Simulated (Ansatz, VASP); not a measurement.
# CsPbCl3 in two plane-wave programs, part 2 of 2

One calculation is typed for both programs; each brings its own data sets and cutoff. How far apart do they land? The cell is taken from a series of VASP runs on this material, whose earlier steps may have relaxed, scaled or displaced it; both programs get it as it stands. Other levels of theory on this material are compared in a session of their own.

VASP 6.6.1 and Ansatz 0.2.0.

So far: Starting point; Ansatz: band structure, PBEsol, spin-orbit coupling.

## 3. VASP: band structure, PBEsol, spin-orbit coupling

Level of this step: PBEsol, spin-orbit coupling; plane waves and PAW (Cs_sv, Pb_d, Cl) (VASP).

The same cell, functional, mesh and smearing now go to VASP, with its own data sets and cutoff.

Lines of VASP's logs that name or quote its potential files are left out, and so is its time.

Input file INCAR:

```
SYSTEM = CsPbCl3
PREC = Accurate
ENCUT = 400
EDIFF = 1E-06
NELM = 100
ISMEAR = 0
SIGMA = 0.02
LREAL = .FALSE.
ALGO = Normal
GGA = PS
LNONCOLLINEAR = .TRUE.
MAGMOM = 0 0 0 0 0 0 0 0 0 0 0 0 0 0 0
NBANDS = 56
GGA_COMPAT = .FALSE.
LASPH = .TRUE.
LSORBIT = .TRUE.
LORBIT = 11
LWAVE = .FALSE.
LCHARG = .FALSE.
KPAR = 4
ISIF = 2
```

Input file POSCAR:

```
CsPbCl3
1.0
    5.6050000000      0.0000000000      0.0000000000
    0.0000000000      5.6050000000      0.0000000000
    0.0000000000      0.0000000000      5.6050000000
Cs Pb Cl
1 1 3
Direct
    0.0000000000      0.0000000000      0.0000000000
    0.5000000000      0.5000000000      0.5000000000
    0.5000000000      0.5000000000      0.0000000000
    0.0000000000      0.5000000000      0.5000000000
    0.5000000000      0.0000000000      0.5000000000
```

Input file KPOINTS:

```
Automatic mesh
0
Gamma
6 6 6
0 0 0
```

Input file KPOINTS_OPT:

```
Line mode
16
Line-mode
Reciprocal
  0.00000000   0.00000000   0.00000000 GAMMA
  0.00000000   0.50000000   0.00000000 X

  0.00000000   0.50000000   0.00000000 X
  0.50000000   0.50000000   0.00000000 M

  0.50000000   0.50000000   0.00000000 M
  0.00000000   0.00000000   0.00000000 GAMMA

  0.00000000   0.00000000   0.00000000 GAMMA
  0.50000000   0.50000000   0.50000000 R

  0.50000000   0.50000000   0.50000000 R
  0.00000000   0.50000000   0.00000000 X

  0.50000000   0.50000000   0.00000000 M
  0.50000000   0.50000000   0.50000000 R
```

Potentials, in the order of the species: Cs_sv, Pb_d and Cl (PBE family, release 64).

On the command line:

```
$ mpirun -np 4 vasp_ncl
```

Numbers of over 12 decimals in the logs are rounded to 6 here.

Output:

```text
[banner, memory and clock lines left out]
running    4 mpi-ranks, on    1 nodes
 distrk:  each k-point on    1 cores,    4 groups
 distr:  one band on    1 cores,    1 groups

 POSCAR found type information on POSCAR CsPbCl
 POSCAR found :  3 types and       5 ions
|                                                                             |
|               ----> ADVICE to this user running VASP <----                  |
|                                                                             |
|     You enforced a specific xc type in the INCAR file but a different       |
|     [... a line on the potential file left out ...]
|     I HOPE YOU KNOW WHAT YOU ARE DOING!                                     |
|                                                                             |

 LDA part: xc-table for (Slater+PW92), standard interpolation
 POSCAR, INCAR and KPOINTS ok, starting setup
 FFT: planning ... GRIDC
 FFT: planning ... GRID_SOFT
 FFT: planning ... GRID
 WAVECAR not read
 entering main loop
       N       E                     dE             d eps       ncg     rms          rms(c)
DAV:   1     0.386940558824E+03    0.38694E+03   -0.16634E+04  2240   0.118E+03
DAV:   2     0.381888370364E+02   -0.34875E+03   -0.33432E+03  2632   0.313E+02
DAV:   3    -0.174689172816E+02   -0.55658E+02   -0.55185E+02  3032   0.146E+02
DAV:   4    -0.194826207785E+02   -0.20137E+01   -0.20073E+01  2960   0.352E+01
DAV:   5    -0.195510566629E+02   -0.68436E-01   -0.68399E-01  3128   0.564E+00    0.539E+00
DAV:   6    -0.189118580601E+02    0.63920E+00   -0.12433E+00  3248   0.108E+01    0.339E+00
DAV:   7    -0.188835188926E+02    0.28339E-01   -0.47026E-01  3544   0.545E+00    0.161E+00
DAV:   8    -0.188917176482E+02   -0.81988E-02   -0.61716E-02  3360   0.231E+00    0.672E-01
DAV:   9    -0.188931811858E+02   -0.14635E-02   -0.31880E-03  2960   0.435E-01    0.153E-01
DAV:  10    -0.188936835454E+02   -0.50236E-03   -0.39361E-03  3392   0.557E-01    0.881E-02
DAV:  11    -0.188939078109E+02   -0.22427E-03   -0.93028E-04  3176   0.290E-01    0.140E-02
DAV:  12    -0.188939271772E+02   -0.19366E-04   -0.72864E-05  3032   0.592E-02    0.917E-03
DAV:  13    -0.188939310105E+02   -0.38334E-05   -0.14653E-05  2944   0.387E-02    0.920E-03
DAV:  14    -0.188939303384E+02    0.67207E-06   -0.20447E-06  2424   0.109E-02
   1 F= -.18893930E+02 E0= -.18893930E+02  d E =-.142062E-19  mag=     0.0000    -0.0000    -0.0000
 Start KPOINTS_OPT (optional k-point list driver)
k-point batch [1-20\96]
       N       E                     dE             ncg
DAV:   1     0.121601106955E+04   -0.48829E+04     2240
DAV:   2    -0.573093766990E+04   -0.69469E+04     2632
DAV:   3    -0.678004776830E+04   -0.10491E+04     2920
DAV:   4    -0.682445988012E+04   -0.44412E+02     2888
DAV:   5    -0.682628349205E+04   -0.18236E+01     3048
DAV:   6    -0.682637285178E+04   -0.89360E-01     3328
DAV:   7    -0.682637470170E+04   -0.18499E-02     3168
DAV:   8    -0.682637472193E+04   -0.20227E-04     3184
DAV:   9    -0.682637472228E+04   -0.34949E-06     1968
[...]
k-point batch [81-96\96]
       N       E                     dE             ncg
DAV:   1     0.349892235475E+04   -0.14331E+05     1800
DAV:   2    -0.200464865551E+04   -0.55036E+04     2096
DAV:   3    -0.288138249114E+04   -0.87673E+03     2384
DAV:   4    -0.291958631073E+04   -0.38204E+02     2168
DAV:   5    -0.292164936036E+04   -0.20630E+01     2512
DAV:   6    -0.292172415302E+04   -0.74793E-01     2552
DAV:   7    -0.292172565655E+04   -0.15035E-02     2584
DAV:   8    -0.292172568122E+04   -0.24662E-04     2408
DAV:   9    -0.292172568198E+04   -0.76823E-06     1464
```

OUTCAR, selected parts (step 3):

```text
ion  position               nearest neighbor table
   1  0.000  0.000  0.000-
   2  0.500  0.500  0.500-   3 2.80   4 2.80   5 2.80   3 2.80   5 2.80   4 2.80
   3  0.500  0.500  0.000-   2 2.80   2 2.80
   4  0.000  0.500  0.500-   2 2.80   2 2.80
   5  0.500  0.000  0.500-   2 2.80   2 2.80

  LATTYP: Found a simple cubic cell.
 ALAT       =     5.6050000000

 Subroutine GETGRP returns: Found 48 space group operations
 (whereof 48 operations were pure point group operations)

The static configuration has the point symmetry O_h .

 Found     20 irreducible k-points:

   k-points           NKPTS =     20   k-points in BZ     NKDIM =     20   number of bands    NBANDS=     56

   dimension x,y,z NGX =    40 NGY =   40 NGZ =   40
   dimension x,y,z NGXF=    80 NGYF=   80 NGZF=   80

   ENCUT  =  400.0 eV  29.40 Ry    5.42 a.u.   9.14  9.14  9.14*2*pi/ulx,y,z

   NELECT =      44.0000    total number of electrons

 k-points in reciprocal lattice and weights: Automatic mesh
   0.00000000  0.00000000  0.00000000       0.005
   0.16666667  0.00000000  0.00000000       0.028
   0.33333333  0.00000000  0.00000000       0.028
   0.50000000  0.00000000  0.00000000       0.014
   0.16666667  0.16666667  0.00000000       0.056
   0.33333333  0.16666667  0.00000000       0.111
   0.50000000  0.16666667  0.00000000       0.056
   0.33333333  0.33333333  0.00000000       0.056
   0.50000000  0.33333333  0.00000000       0.056
[...]
0.50000000  0.50000000  0.33333333       0.028
   0.50000000  0.50000000  0.50000000       0.005

 average (electrostatic) potential at core
       1 -49.1232       2 -95.0221       3 -93.6103       4 -93.6103       5 -93.6103

 E-fermi :   1.8454

 k-point     1 :       0.0000    0.0000    0.0000
  band No.  band energies     occupation
    ...
     40      -0.9043      1.00000
     41      -0.7811      1.00000
     42      -0.7811      1.00000
     43      -0.7811      1.00000
     44      -0.7811      1.00000
     45       4.9091      0.00000
     46       4.9091      0.00000
     47       5.9016      0.00000
     48       5.9016      0.00000
     49       5.9016      0.00000
    ...

 k-point     2 :       0.1667    0.0000    0.0000
  band No.  band energies     occupation
    ...
     40      -0.9312      1.00000
     41      -0.8115      1.00000
     42      -0.8115      1.00000
     43      -0.7847      1.00000
     44      -0.7847      1.00000
     45       5.1688      0.00000
     46       5.1688      0.00000
     47       6.0711      0.00000
     48       6.0711      0.00000
     49       6.0992      0.00000
    ...

 k-point     3 :       0.3333    0.0000    0.0000
  band No.  band energies     occupation
    ...
     40      -0.9568      1.00000
     41      -0.8775      1.00000
     42      -0.8775      1.00000
     43      -0.4746      1.00000
     44      -0.4746      1.00000
     45       5.0678      0.00000
     46       5.0678      0.00000
     47       5.8915      0.00000
     48       5.8915      0.00000
     49       6.5547      0.00000
    ...

  Total        0.0620523      0.0620523      0.0620523      0.0000000      0.0000000     -0.0000000
  in kB        0.5646011      0.5646011      0.5646011      0.0000000      0.0000000     -0.0000000
  external PRESSURE =       0.5646011 kB  Pullay stress =       0.0000000 kB

  energy-cutoff  :      400.00
  volume of cell :      176.09
      direct lattice vectors                 reciprocal lattice vectors
     5.605000000  0.000000000  0.000000000     0.178412132  0.000000000  0.000000000
     0.000000000  5.605000000  0.000000000     0.000000000  0.178412132  0.000000000
     0.000000000  0.000000000  5.605000000     0.000000000  0.000000000  0.178412132

 POSITION                                       TOTAL-FORCE (eV/Angst)
 -----------------------------------------------------------------------------------
      0.00000      0.00000      0.00000         0.000000      0.000000      0.000000
      2.80250      2.80250      2.80250         0.000000      0.000000      0.000000
      2.80250      2.80250      0.00000         0.000000      0.000000      0.000000
      0.00000      2.80250      2.80250         0.000000      0.000000      0.000000
      2.80250      0.00000      2.80250         0.000000      0.000000      0.000000
 -----------------------------------------------------------------------------------
    total drift:                                0.000000      0.000000      0.000000

  FREE ENERGIE OF THE ION-ELECTRON SYSTEM (eV)
  ---------------------------------------------------
  free  energy   TOTEN  =       -18.8939303384 eV

  energy  without entropy=      -18.8939303384  energy(sigma->0) =      -18.89393034

 Spin-Orbit-Coupling matrix elements
 Ion:    1  E_soc:     -0.3241811
 Ion:    2  E_soc:     -0.7091145
 Ion:    3  E_soc:     -0.0044713
 Ion:    4  E_soc:     -0.0044713
 Ion:    5  E_soc:     -0.0044713

 total charge
# of ion       s       p       d       tot
------------------------------------------
    1        1.849   4.700   0.012   6.560
    2        1.499   0.469   9.860  11.828
    3        1.591   3.492   0.000   5.084
    4        1.591   3.492   0.000   5.084
    5        1.591   3.492   0.000   5.084
--------------------------------------------------
tot          8.121  15.646   9.872  33.639

 magnetization (x)
# of ion       s       p       d       tot
------------------------------------------
    1        0.000   0.000  -0.000   0.000
    2        0.000   0.000   0.000   0.000
    3       -0.000   0.000   0.000  -0.000
    4       -0.000   0.000   0.000  -0.000
    5       -0.000   0.000   0.000  -0.000
--------------------------------------------------
tot         -0.000   0.000  -0.000  -0.000

 magnetization (y)
# of ion       s       p       d       tot
------------------------------------------
    1        0.000   0.000   0.000   0.000
    2        0.000   0.000   0.000   0.000
    3        0.000   0.000   0.000   0.000
    4        0.000   0.000   0.000   0.000
    5        0.000   0.000   0.000   0.000
--------------------------------------------------
tot          0.000   0.000   0.000   0.000

 magnetization (z)
# of ion       s       p       d       tot
------------------------------------------
    1        0.000  -0.000  -0.000  -0.000
    2        0.000   0.000  -0.000  -0.000
    3        0.000   0.000   0.000   0.000
    4        0.000   0.000   0.000   0.000
    5        0.000   0.000   0.000   0.000
--------------------------------------------------
tot          0.000  -0.000  -0.000   0.000

[... 3 further parts left out ...]
```

The run ends at a pressure of 0.06 GPa.

## 4. Side by side

Known differences besides the potentials themselves: spin-orbit coupling enters by fully relativistic files in Ansatz and inside the spheres in VASP; the cutoff is 420 eV in Ansatz and 400 eV in VASP; Ansatz makes its cores anew for this functional, VASP keeps those of its PBE data sets. Total energies have different zeros and are not compared.

Both answers:

```
                     quantity  Ansatz   VASP  difference
               pressure (GPa)    0.06   0.06       +0.01
gap over the path points (eV)   0.583  0.743      -0.160
```

Levels at points of the path, from each program's valence-band top (eV; 8 filled, then empty):

```
k (reciprocal lattice)                                                                         Ansatz                                                                           VASP
     0.000 0.000 0.000  -2.68 -2.68 -2.65 -2.65 -2.53 -2.53 -2.53 -2.53 3.17 3.17 4.16 4.16 4.16 4.16  -2.66 -2.66 -2.63 -2.63 -2.51 -2.51 -2.51 -2.51 3.18 3.18 4.18 4.18 4.18 4.18
     0.000 0.100 0.000  -2.69 -2.69 -2.66 -2.66 -2.54 -2.54 -2.53 -2.53 3.27 3.27 4.23 4.23 4.23 4.23  -2.67 -2.67 -2.64 -2.64 -2.52 -2.52 -2.51 -2.51 3.28 3.28 4.24 4.24 4.25 4.25
     0.000 0.200 0.000  -2.69 -2.69 -2.69 -2.69 -2.57 -2.57 -2.52 -2.52 3.52 3.52 4.17 4.17 4.44 4.44  -2.67 -2.67 -2.67 -2.67 -2.55 -2.55 -2.50 -2.50 3.54 3.54 4.31 4.31 4.45 4.45
     0.000 0.300 0.000  -2.71 -2.71 -2.70 -2.70 -2.61 -2.61 -2.34 -2.34 3.44 3.44 4.02 4.02 4.72 4.72  -2.70 -2.70 -2.68 -2.68 -2.59 -2.59 -2.32 -2.32 3.54 3.54 4.07 4.07 4.73 4.74
     0.000 0.433 0.000  -2.74 -2.74 -2.72 -2.72 -2.65 -2.65 -1.82 -1.82 2.66 2.66 4.41 4.41 5.04 5.04  -2.72 -2.72 -2.70 -2.70 -2.63 -2.63 -1.81 -1.81 2.77 2.77 4.44 4.44 5.05 5.05
     0.000 0.500 0.000  -2.74 -2.74 -2.72 -2.72 -2.66 -2.66 -1.71 -1.71 2.52 2.52 4.47 4.47 5.05 5.05  -2.72 -2.72 -2.70 -2.70 -2.64 -2.64 -1.70 -1.70 2.64 2.64 4.50 4.50 5.10 5.10
     0.100 0.500 0.000  -2.73 -2.73 -2.68 -2.68 -2.64 -2.64 -1.68 -1.68 2.46 2.46 4.51 4.51 4.93 4.93  -2.71 -2.71 -2.66 -2.66 -2.62 -2.62 -1.67 -1.67 2.58 2.58 4.55 4.55 4.97 4.97
     0.200 0.500 0.000  -2.76 -2.76 -2.68 -2.68 -2.51 -2.51 -1.57 -1.57 2.30 2.30 4.30 4.30 4.89 4.89  -2.74 -2.74 -2.66 -2.66 -2.49 -2.49 -1.56 -1.56 2.42 2.42 4.34 4.34 4.91 4.91
     0.333 0.500 0.000  -2.83 -2.83 -2.71 -2.71 -2.35 -2.35 -1.25 -1.25 1.95 1.95 3.43 3.43 4.95 4.95  -2.81 -2.81 -2.69 -2.69 -2.33 -2.33 -1.24 -1.24 2.08 2.08 3.45 3.45 4.99 4.99
     0.433 0.500 0.000  -2.87 -2.87 -2.76 -2.76 -2.28 -2.28 -0.93 -0.93 1.63 1.63 2.97 2.97 4.87 4.87  -2.85 -2.85 -2.74 -2.74 -2.26 -2.26 -0.92 -0.92 1.77 1.77 2.98 2.98 4.92 4.92
```

Among the levels compared at these points, filled levels agree within 23 meV and empty ones within 160 meV.

## 5. Summary of results

| Quantity | Value |
| --- | --- |
| difference in gap over the path points (band structure, PBEsol, spin-orbit coupling) | -0.16 eV |

**Reading.** The difference in gap over the path points is -0.16 eV (band structure, PBEsol, spin-orbit coupling), beyond the 0.08 eV picked in this series as the mark of a large difference. 7 further runs of this series are not shown here. Such differences can come from data sets, numerical settings and the points named under the comparisons, not from the functional's error against experiment.

[Lines on the potential files, build, host, timing and source positions are cut from VASP's logs without a mark.]

[Logs are printed without paths, hosts, clocks, repeated set-up lines and the standing remarks that a program may print on its own settings, such as how far it seeks lower states.]

[Hosts, paths, dates, database ids (printed as entryN), source tags and the programs' standing remarks are cut or masked in the printed files.]
